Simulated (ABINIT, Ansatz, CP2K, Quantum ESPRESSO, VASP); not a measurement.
SiO: 5 runs at one level of theory

```xyz
2
Lattice="2.8070 0.0000 0.0000 0.0000 2.8070 0.0000 0.0000 0.0000 2.8070" Properties=species:S:1:pos:R:3 pbc="T T T"
Si    0.0540    0.0129    0.0170
O     1.3912    1.3851    1.4255
```

The cell comes from a database or a generator and needn't be the stable form of this composition.

Atoms were shifted at random by some hundredths of an Å from the given cell, which wasn't relaxed again for these runs.

Alike in all runs: task single point; functional PBE; k mesh 9 × 9 × 9; occupations fermi-dirac, width 0.05 eV; no spin polarisation; no spin-orbit coupling. Pressure is positive in compression and, in plane waves, holds the error of the finite cutoff, which Ansatz's Pulay term estimates and takes out.

```csv
program and potentials,plane-wave cutoff (eV),notes,pressure (GPa),largest force (eV/Å),energy over the undisturbed cell (meV/atom)
"VASP, PBE PAW files O, Si, 520 eV",520,-,?,?,-
"Quantum ESPRESSO, SSSP 1.3 efficiency PBE",748,-,-0.06,0.541,-10.01
"Ansatz, Ansatz PAW (earlier soft set)",420,Pulay term of +0.29 GPa included,0.06,0.540,-9.99
"CP2K, POTENTIAL_UZH Si GTH-PBE-q4, O GTH-PBE-q6; TZVP-MOLOPT-PBE-GTH basis",-,atomic basis,0.28,0.564,-10.17
"ABINIT, JTH PAW PBE v2.0",626,-,-0.29,0.539,-9.96
```

**Question.** Estimate from the other rows what the run with VASP, PBE PAW files O, Si, 520 eV gave.

**Answer.** Pressure 0.00 GPa; largest force 0.538 eV/Å. The other rows, which needn't bracket it: pressure -0.29 to 0.28; largest force 0.539 to 0.564; energy over the undisturbed cell -10.17 to -9.96.
